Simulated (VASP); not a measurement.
# NaNb (Fm-3m) in VASP: reference runs

Reference runs on NaNb: the cell as given and a disturbed copy.

Program: VASP 6.6.1. These are calculated values, not measurements. Logs are shortened: lines on timing, memory, paths and dates and some standing lists are left out, and cuts for length are marked.

### 1 The crystal as given

The structure is cubic, space group Fm-3m (No. 225). Conventional cell: a = 5.727 Å, b = 5.727 Å, c = 5.727 Å, α = 90.00°, β = 90.00°, γ = 90.00°. Na (site symmetry m-3m) has 6 Nb at 2.86 Å as nearest neighbours. Nb (site symmetry m-3m) has 6 Na at 2.86 Å as nearest neighbours.

The cell was built by a generator and needn't be a form met in nature.

### 2 Single point, PBE

INCAR reads:

```
PREC     = Accurate       # precision mode
ENCUT    = 520            # plane-wave cutoff, eV
EDIFF    = 1E-7           # SCF threshold, eV
ISMEAR   = -1             # smearing method
SIGMA    = 0.05           # smearing width, eV
LREAL    = False          # projectors in reciprocal space
LASPH    = True           # aspherical terms in the spheres
NELM     = 80             # most SCF steps
ALGO     = Normal         # electronic algorithm
ISIF     = 2              # what is computed and relaxed
LWAVE    = False          # write WAVECAR
LCHARG   = False          # write CHGCAR
GGA      = PE             # functional
NBANDS   = 17             # bands
```

KPOINTS reads:

```
regular mesh
0
Gamma
  8 8 8
```

POSCAR reads:

```
NaNb
1.0
    0.0000000000      2.8634500000      2.8634500000
    2.8634500000      0.0000000000      2.8634500000
    2.8634500000      2.8634500000      0.0000000000
Na Nb
1 1
Direct
    0.0000000000      0.0000000000      0.0000000000
    0.5000000000      0.5000000000      0.5000000000
```

Potentials or basis: VASP PAW PBE potentials, release 64 (Na_pv, Nb_sv).

Run with:

```sh
$ cat potpaw_PBE.64/Na_pv/POTCAR potpaw_PBE.64/Nb_sv/POTCAR > POTCAR
$ mpirun -np 1 vasp_std > vasp.out
```

OUTCAR:

```text
PREC = Accurate
   ENCUT = 520
   EDIFF = 1E-7
   ISMEAR = -1
   LREAL = False
   LASPH = True
   NELM = 80
   ISIF = 2
   GGA = PE

 ion  position               nearest neighbor table
   1  0.000  0.000  0.000-   2 2.86   2 2.86   2 2.86   2 2.86   2 2.86   2 2.86
   2  0.500  0.500  0.500-   1 2.86   1 2.86   1 2.86   1 2.86   1 2.86   1 2.86

  LATTYP: Found a face centered cubic cell.
 ALAT       =     5.7269000000

  Lattice vectors:

 A1 = (   0.0000000000,   2.8634500000,   2.8634500000)
 A2 = (   2.8634500000,   0.0000000000,   2.8634500000)
 A3 = (   2.8634500000,   2.8634500000,   0.0000000000)

Analysis of symmetry for initial positions (statically):
=====================================================================
 Subroutine PRICEL returns:
 Original cell was already a primitive cell.

 Routine SETGRP: Setting up the symmetry group for a
 face centered cubic supercell.

 Subroutine GETGRP returns: Found 48 space group operations
 (whereof 48 operations were pure point group operations)
 out of a pool of 48 trial point group operations.

The static configuration has the point symmetry O_h .

Analysis of symmetry for dynamics (positions and initial velocities):
=====================================================================
 Subroutine PRICEL returns:
 Original cell was already a primitive cell.

 Routine SETGRP: Setting up the symmetry group for a
 face centered cubic supercell.

 Subroutine GETGRP returns: Found 48 space group operations
 (whereof 48 operations were pure point group operations)
 out of a pool of 48 trial point group operations.

The dynamic configuration has the point symmetry O_h .

 Subroutine INISYM returns: Found 48 space group operations
 (whereof 48 operations are pure point group operations),
 and found     1 'primitive' translations

----------------------------------------------------------------------------------------

                                     Primitive cell

  volume of cell :      46.9568

  direct lattice vectors                    reciprocal lattice vectors
     0.000000000  2.863450000  2.863450000    -0.174614538  0.174614538  0.174614538
     2.863450000  0.000000000  2.863450000     0.174614538 -0.174614538  0.174614538
     2.863450000  2.863450000  0.000000000     0.174614538  0.174614538 -0.174614538

  length of vectors
     4.049529825  4.049529825  4.049529825     0.302441252  0.302441252  0.302441252

  position of ions in fractional coordinates (direct lattice)
     0.000000000  0.000000000  0.000000000
     0.500000000  0.500000000  0.500000000

  ion indices of the primitive-cell ions
   primitive index   ion index
                 1           1
                 2           2

----------------------------------------------------------------------------------------

 KPOINTS: regular mesh

Automatic generation of k-mesh.
 Grid dimensions read from file:
 generate k-points for:    8    8    8

 Generating k-lattice:

  Cartesian coordinates                     Fractional coordinates (reciprocal lattice)
    -0.021826817  0.021826817  0.021826817     0.125000000  0.000000000  0.000000000
     0.021826817 -0.021826817  0.021826817     0.000000000  0.125000000  0.000000000
     0.021826817  0.021826817 -0.021826817     0.000000000  0.000000000  0.125000000

  Length of vectors
     0.037805157  0.037805157  0.037805157

  Shift w.r.t. Gamma in fractional coordinates (k-lattice)
     0.000000000  0.000000000  0.000000000

 Subroutine IBZKPT returns following result:
 ===========================================

 Found     29 irreducible k-points:

 Following reciprocal coordinates:
            Coordinates               Weight
  0.000000  0.000000  0.000000      1.000000
  0.125000  0.000000  0.000000      8.000000
  0.250000  0.000000  0.000000      8.000000
  0.375000  0.000000  0.000000      8.000000
  0.500000  0.000000  0.000000      4.000000
  0.125000  0.125000  0.000000      6.000000
[... 16 lines left out ...]
  0.500000  0.250000  0.125000     48.000000
 -0.375000  0.250000  0.125000     24.000000
 [... further k-points ...]
   k-points           NKPTS =     29   k-points in BZ     NKDIM =     29   number of bands    NBANDS=     17
   number of dos      NEDOS =    301   number of ions     NIONS =      2
   total plane-waves  NPLWV =  27000
   dimension x,y,z NGX =    30 NGY =   30 NGZ =   30
   dimension x,y,z NGXF=    60 NGYF=   60 NGZF=   60
   ions per type =               1   1
   NGX,Y,Z   is equivalent  to a cutoff of  12.32, 12.32, 12.32 a.u.
   NGXF,Y,Z  is equivalent  to a cutoff of  24.63, 24.63, 24.63 a.u.
 SYSTEM =  unknown system
   PREC   = accura    normal or accurate (medium, high low for compatibility)
   ISTART =      0    job   : 0-new  1-cont  2-samecut
   ICHARG =      2    charge: 1-file 2-atom 10-const
   ISPIN  =      1    spin polarized calculation?
   LNONCOLLINEAR =      F non collinear calculations
   LSORBIT =      F    spin-orbit coupling
   LASPH  =      T    aspherical Exc in radial PAW
   ENCUT  =  520.0 eV  38.22 Ry    6.18 a.u.   7.53  7.53  7.53*2*pi/ulx,y,z
   NELM   =     80;   NELMIN=  2; NELMDL= -5     # of ELM steps
   EDIFF  = 0.1E-06   stopping-criterion for ELM
   LREAL  =      F    real-space projection
   EDIFFG = 0.1E-05   stopping-criterion for IOM
   NSW    =      0    number of steps for IOM
   IBRION =     -1    ionic relax: 0-MD 1-quasi-New 2-CG
   NFREE  =      0    steps in history (QN), initial steepest desc. (CG)
   ISIF   =      2    stress and relaxation
   ISYM   =      2    0-nonsym 1-usesym 2-fastsym
   POTIM  = 0.5000    time-step for ionic-motion
   TEBEG  =    0.0;   TEEND  =   0.0 temperature during run
   PSTRESS=    0.0 pullay stress
   NELECT =      20.0000    total number of electrons
   NUPDOWN=      -1.0000    fix difference up-down
   EMIN   =  10.00;   EMAX   =-10.00  energy-range for DOS
   EFERMI =   0.00;   METHOD = LEGACY
   ISMEAR =    -1;   SIGMA  =   0.05  broadening in eV -4-tet -1-fermi 0-gaus
   EFERMI_NEDOS =   21; number of points for ismear=-14 and -15
   IALGO  =     38    algorithm
   IMIX   =      4    mixing-type and parameters
     AMIX     =   0.40;   BMIX     =  1.00
     AMIX_MAG =   1.60;   BMIX_MAG =  1.00
  volume/ion in A,a.u.               =      23.48       158.44
  Fermi-wavevector in a.u.,A,eV,Ry     =   1.231739  2.327648 20.642488  1.517180
  Thomas-Fermi vector in A             =   2.366536
   LORBIT       =      0    0 simple, 1 ext, 2 COOP (PROOUT), +10 PAW based schemes
   GGA     = PE    functional components
   LHFCALC =     F    Hartree Fock is set to
   AEXX    =    0.0000 exact exchange contribution
   IVDW    =     0    specifies the selected vdW correction
   LEPSILON=     F    determine dielectric tensor
   LRPA    =     F    only Hartree local field effects (RPA)
 non-spin polarized calculation
  energy-cutoff  :      520.00
  volume of cell :       46.96
 maximum number of plane-waves:      1283
   NGX = 15   NGY = 15   NGZ = 15

 number of electron      19.9999996 magnetization

 Free energy of the ion-electron system (eV)
  ---------------------------------------------------
  ext. energy  EPLUGINS =         0.00000000
  ---------------------------------------------------
  free energy    TOTEN  =        -7.02690560 eV

  energy without entropy =       -6.99188580  energy(sigma->0) =       -7.00939570

 E-fermi :   4.4305     XC(G=0):  -9.6292

 val. band max:        4.4265079541   @ k =   0.2500   0.0000   0.0000
 cond. band min:       4.4331206753   @ k =  -0.1250   0.1250   0.0000
 fundamental gap:      0.0066127212
 Fermi energy:         4.4304828638

 k-point     1 :       0.0000    0.0000    0.0000
  band No.  band energies     occupation
      1     -50.9509      2.00000
      2     -26.9584      2.00000
      3     -26.9584      2.00000
      4     -26.9584      2.00000
      5     -18.7937      2.00000
      6     -18.7937      2.00000
[... 9 lines left out ...]
     16      14.2718      0.00000
     17      14.2718      0.00000

 k-point     2 :       0.1250    0.0000    0.0000
  band No.  band energies     occupation
      1     -50.9506      2.00000
      2     -26.9646      2.00000
      3     -26.9592      2.00000
      4     -26.9592      2.00000
      5     -18.7977      2.00000
      6     -18.7954      2.00000
[... 9 lines left out ...]
     16      14.2412      0.00000
     17      14.2412      0.00000

 k-point     3 :       0.2500    0.0000    0.0000
  band No.  band energies     occupation
      1     -50.9497      2.00000
      2     -26.9795      2.00000
      3     -26.9611      2.00000
      4     -26.9611      2.00000
      5     -18.8072      2.00000
      6     -18.7995      2.00000
[... 9 lines left out ...]
     16      13.6924      0.00000
     17      13.8676      0.00000

 k-point     4 :       0.3750    0.0000    0.0000
  band No.  band energies     occupation
      1     -50.9488      2.00000
      2     -26.9943      2.00000
      3     -26.9629      2.00000
      4     -26.9629      2.00000
      5     -18.8166      2.00000
      6     -18.8037      2.00000
[... 9 lines left out ...]
     16      12.7276      0.00000
     17      13.7067      0.00000
[... 343 lines left out ...]
      1     -50.9490      2.00000
      2     -26.9831      2.00000
      3     -26.9713      2.00000
      4     -26.9640      2.00000
      5     -18.8120      2.00000
      6     -18.8012      2.00000
[... 9 lines left out ...]
     16      13.0164      0.00000
     17      14.6447      0.00000

 k-point    23 :       0.5000    0.2500    0.1250
  band No.  band energies     occupation
      1     -50.9483      2.00000
      2     -26.9924      2.00000
      3     -26.9762      2.00000
      4     -26.9665      2.00000
      5     -18.8138      2.00000
      6     -18.8045      2.00000
[... 9 lines left out ...]
     16      11.9119      0.00000
     17      14.6083      0.00000

 k-point    24 :      -0.3750    0.2500    0.1250
  band No.  band energies     occupation
      1     -50.9480      2.00000
      2     -26.9966      2.00000
      3     -26.9774      2.00000
      4     -26.9681      2.00000
      5     -18.8142      2.00000
      6     -18.8042      2.00000
[... 9 lines left out ...]
     16      11.2850      0.00000
     17      14.4441      0.00000

 [... further k-points ...]

------------------------ aborting loop because EDIFF is reached ----------------------------------------

  FORCE on cell =-STRESS in cart. coord.  units (eV):
  Direction    XX          YY          ZZ          XY          YZ          ZX
  --------------------------------------------------------------------------------------
  -------------------------------------------------------------------------------------
  Total       -0.7021655     -0.7021655     -0.7021655     -0.0000000     -0.0000000      0.0000000
  in kB      -23.9580389    -23.9580389    -23.9580389     -0.0000000     -0.0000000      0.0000000
  external PRESSURE =     -23.9580389 kB  Pullay stress =       0.0000000 kB

 VOLUME and BASIS-vectors are now :
 -----------------------------------------------------------------------------
  energy-cutoff  :      520.00
  volume of cell :       46.96
      direct lattice vectors                 reciprocal lattice vectors
     0.000000000  2.863450000  2.863450000    -0.174614538  0.174614538  0.174614538
     2.863450000  0.000000000  2.863450000     0.174614538 -0.174614538  0.174614538
     2.863450000  2.863450000  0.000000000     0.174614538  0.174614538 -0.174614538

 POSITION                                       TOTAL-FORCE (eV/Angst)
 -----------------------------------------------------------------------------------
      0.00000      0.00000      0.00000        -0.000000     -0.000000      0.000000
      2.86345      2.86345      2.86345         0.000000      0.000000     -0.000000
 -----------------------------------------------------------------------------------
    total drift:                                0.000000      0.000000      0.000000

  FREE ENERGIE OF THE ION-ELECTRON SYSTEM (eV)
  ---------------------------------------------------
  free  energy   TOTEN  =        -7.0269056050 eV

  energy  without entropy=       -6.9918858000  energy(sigma->0) =       -7.00939570
```

It took 25 s on 1 thread of Intel Xeon Platinum 8488C (Sapphire Rapids), shared host; peak memory 0.17 GiB.

What came out:

* Free energy: -7.0269 eV
* Pressure: -2.4 GPa
* Band gap on the k mesh: none (metal or under the smearing width)

Levels at points of the mesh, in eV from the Fermi level:
```tsv
k point	band 7	band 8	band 9	band 10	band 11	band 12	band 13	band 14
(0.00, 0.00, 0.00)	-23.22	-4.37	-0.12	-0.12	-0.12	0.39	0.39	8.64
(0.50, 0.00, 0.00)	-23.24	-2.08	-0.19	-0.13	-0.13	1.24	1.24	2.52
(0.50, 0.50, 0.00)	-23.23	-1.55	-1.27	0.53	0.96	1.47	1.47	2.96
```

(Part 1 of 2 ends here.)
